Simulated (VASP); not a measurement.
Crystal: Sn.

```
Sn
1.0
    -2.91615    2.91615    1.59115
     2.91615   -2.91615    1.59115
     2.91615    2.91615   -1.59115
Sn
2
Direct
  0.00000 0.00000 0.00000
  0.75000 0.25000 0.50000
```

```yaml
Program: VASP 6.6.1
Task: relaxation of cell and atoms
Functional: RPBE
Potentials_or_basis: VASP PAW PBE potentials, release 64 (Sn_d)
Cutoff: 600 eV
k_mesh: 16 × 16 × 16
Occupations: gaussian, width 0.1 eV
Spin: no spin polarisation
```

At the start: pressure 4.1 GPa; volume 27.06 Å³/atom.

Q: How do energy, volume and symmetry change on relaxing?

A: Over 7 steps the energy falls by 26.6 meV/atom and the volume is 29.26 Å³/atom (+8.1 %); space group I4_1/amd (No. 141, to 0.05 Å).

Step by step:
```
step  energy change (eV)  largest force (eV/Å)  pressure (GPa)  volume (Å³)
   1              0.0000                0.0000            4.10        54.12
   2             -0.0500                0.0000           -0.84        59.74
   3             -0.0531                0.0000            0.01        58.53
   4             -0.0531                0.0000           -0.05        58.62
   5             -0.0532                0.0000           -0.05        58.61
   6             -0.0532                0.0000           -0.05        58.60
   7             -0.0532                0.0000            0.02        58.51
```

Final structure:
```
Sn
1.0
    -3.00215    3.00215    1.62303
     3.00215   -3.00215    1.62303
     3.00215    3.00215   -1.62303
Sn
2
Direct
  0.00000 0.00000 0.00000
  0.75000 0.25000 0.50000
```

Caveat: the PAW data sets were made with another functional, which shifts forces and pressure a little.
